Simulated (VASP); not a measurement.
These are PBE GGA, VASP's PBE PAW potentials (set 64) (plane waves; VASP) values and carry that method's errors.

The input files of a VASP run:

**INCAR**
```
ENCUT=520
LREAL=.FALSE.
LMAXMIX=4
GGA=PE   # PBE
NELM=100   # most electronic steps
LWAVE=.TRUE.
SIGMA=0.05   # width (eV)
ALGO=Normal
LCHARG=.FALSE.
ISMEAR=0
SYSTEM=InP
LASPH=.TRUE.
EDIFF=1E-6
PREC=Accurate
```

**POSCAR**
```
InP
1
    0.0000000000     2.9787197880     2.9787197880
    2.9787197880     0.0000000000     2.9787197880
    2.9787197880     2.9787197880     0.0000000000
In P
1 1
Direct
  0.0000000000   0.0000000000   0.0000000000
  0.2500000000   0.2500000000   0.2500000000
```

**KPOINTS**
```
K-points
0
G
  6 6 6
```

POTCAR, in this order: In_d P (PBE.64 set). Program: vasp_std.

The resulting files:

OUTCAR:
```
 ion  position               nearest neighbor table
   1  0.000  0.000  0.000-   2 2.58   2 2.58   2 2.58   2 2.58
   2  0.250  0.250  0.250-   1 2.58   1 2.58   1 2.58   1 2.58
  LATTYP: Found a face centered cubic cell.
 ALAT       =     5.9574395760
 Subroutine PRICEL returns:
 Original cell was already a primitive cell.
 Subroutine GETGRP returns: Found 24 space group operations
The static configuration has the point symmetry T_d .
The dynamic configuration has the point symmetry T_d .
 Subroutine INISYM returns: Found 24 space group operations
 Subroutine IBZKPT returns following result:
 Found     16 irreducible k-points:

 Following reciprocal coordinates:
            Coordinates               Weight
  0.000000  0.000000  0.000000      1.000000
  0.166667  0.000000  0.000000      8.000000
  0.333333  0.000000  0.000000      8.000000
  0.500000  0.000000  0.000000      4.000000
  0.166667  0.166667  0.000000      6.000000
  0.333333  0.166667  0.000000     24.000000
  0.500000  0.166667  0.000000     24.000000
 -0.333333  0.166667  0.000000     24.000000
 -0.166667  0.166667  0.000000     12.000000
  0.333333  0.333333  0.000000      6.000000
  0.500000  0.333333  0.000000     24.000000
 -0.333333  0.333333  0.000000     12.000000
  0.500000  0.500000  0.000000      3.000000
  0.500000  0.333333  0.166667     24.000000
 -0.333333  0.333333  0.166667     24.000000
 -0.333333  0.500000  0.166667     12.000000
   k-points           NKPTS =     16   k-points in BZ     NKDIM =     16   number of bands    NBANDS=     13
   number of dos      NEDOS =    301   number of ions     NIONS =      2
   total plane-waves  NPLWV =  32768
   dimension x,y,z NGX =    32 NGY =   32 NGZ =   32
   dimension x,y,z NGXF=    64 NGYF=   64 NGZF=   64
   ions per type =               1   1
   PREC   = accura    normal or accurate (medium, high low for compatibility)
   ISTART =      0    job   : 0-new  1-cont  2-samecut
   ICHARG =      2    charge: 1-file 2-atom 10-const
   ISPIN  =      1    spin polarized calculation?
   LNONCOLLINEAR =      F non collinear calculations
   LSORBIT =      F    spin-orbit coupling
   INIWAV =      1    electr: 0-lowe 1-rand  2-diag
   ENCUT  =  520.0 eV  38.22 Ry    6.18 a.u.   7.83  7.83  7.83*2*pi/ulx,y,z
   NELM   =    100;   NELMIN=  2; NELMDL= -5     # of ELM steps
   EDIFF  = 0.1E-05   stopping-criterion for ELM
   LREAL  =      F    real-space projection
   NLSPLINE    = F    spline interpolate recip. space projectors
   LMAXMIX     =    4 max onsite mixed and CHGCAR
   VOSKOWN=      0    Vosko Wilk Nusair interpolation
   EDIFFG = 0.1E-04   stopping-criterion for IOM
   NSW    =      0    number of steps for IOM
   NBLOCK =      1;   KBLOCK =      1    inner block; outer block
   IBRION =     -1    ionic relax: 0-MD 1-quasi-New 2-CG
   NFREE  =      0    steps in history (QN), initial steepest desc. (CG)
   ISIF   =      2    stress and relaxation
   ISYM   =      2    0-nonsym 1-usesym 2-fastsym
   TEIN   =    0.0    initial temperature
   TEBEG  =    0.0;   TEEND  =   0.0 temperature during run
   SMASS  =  -3.00    Nose mass-parameter (am)
   PSTRESS=    0.0 pullay stress
   NELECT =      18.0000    total number of electrons
   EFERMI =   0.00;   METHOD = LEGACY
   ISMEAR =     0;   SIGMA  =   0.05  broadening in eV -4-tet -1-fermi 0-gaus
   IALGO  =     38    algorithm
   LDIAG  =      T    sub-space diagonalisation (order eigenvalues)
   IMIX   =      4    mixing-type and parameters
     AMIX     =   0.40;   BMIX     =  1.00
     AMIX_MAG =   1.60;   BMIX_MAG =  1.00
     AMIN     =   0.10
   GGA     = PE    functional components
   VOSKOWN =     0    Vosko Wilk Nusair interpolation
   LHFCALC =     F    Hartree Fock is set to
...
```

OSZICAR:
```
       N       E                     dE             d eps       ncg     rms          rms(c)
DAV:   1     0.114799822490E+03    0.11480E+03   -0.85780E+03   416   0.152E+03
DAV:   2    -0.295934074243E+00   -0.11510E+03   -0.11194E+03   436   0.320E+02
DAV:   3    -0.857231345680E+01   -0.82764E+01   -0.82210E+01   546   0.897E+01
DAV:   4    -0.878914812213E+01   -0.21683E+00   -0.21672E+00   456   0.167E+01
DAV:   5    -0.880167310365E+01   -0.12525E-01   -0.12525E-01   634   0.355E+00    0.528E+00
DAV:   6    -0.841789223822E+01    0.38378E+00   -0.75762E-01   623   0.151E+01    0.323E+00
DAV:   7    -0.839394082937E+01    0.23951E-01   -0.18408E-01   558   0.362E+00    0.119E+00
DAV:   8    -0.839449209013E+01   -0.55126E-03   -0.15378E-02   512   0.178E+00    0.327E-01
DAV:   9    -0.839528867957E+01   -0.79659E-03   -0.22412E-03   524   0.680E-01    0.189E-01
DAV:  10    -0.839533982482E+01   -0.51145E-04   -0.20401E-04   574   0.126E-01    0.133E-01
DAV:  11    -0.839538910406E+01   -0.49279E-04   -0.30221E-05   476   0.419E-02    0.551E-02
DAV:  12    -0.839540863276E+01   -0.19529E-04   -0.51165E-05   484   0.116E-01    0.201E-02
DAV:  13    -0.839540893721E+01   -0.30445E-06   -0.22316E-06   443   0.148E-02
   1 F= -.83954089E+01 E0= -.83954089E+01  d E =-.169303E-11
```

### OUTCAR
```
------------------------ aborting loop because EDIFF is reached ----------------------------------------
  FORCE on cell =-STRESS in cart. coord.  units (eV):
  Direction    XX          YY          ZZ          XY          YZ          ZX
  --------------------------------------------------------------------------------------
  Total       -0.0050519     -0.0050519     -0.0050519      0.0000000     -0.0000000      0.0000000
  in kB       -0.1531254     -0.1531254     -0.1531254      0.0000000     -0.0000000      0.0000000
  external PRESSURE =      -0.1531254 kB  Pullay stress =       0.0000000 kB
  volume of cell :       52.86
      direct lattice vectors                 reciprocal lattice vectors
     0.000000000  2.978719788  2.978719788    -0.167857347  0.167857347  0.167857347
     2.978719788  0.000000000  2.978719788     0.167857347 -0.167857347  0.167857347
     2.978719788  2.978719788  0.000000000     0.167857347  0.167857347 -0.167857347
  FREE ENERGIE OF THE ION-ELECTRON SYSTEM (eV)
  ---------------------------------------------------
  free  energy   TOTEN  =        -8.3954089372 eV

  energy  without entropy=       -8.3954089372  energy(sigma->0) =       -8.39540894
```
(Selected blocks of OUTCAR.)

The compound is InP in the zinc blende structure. It was relaxed first.
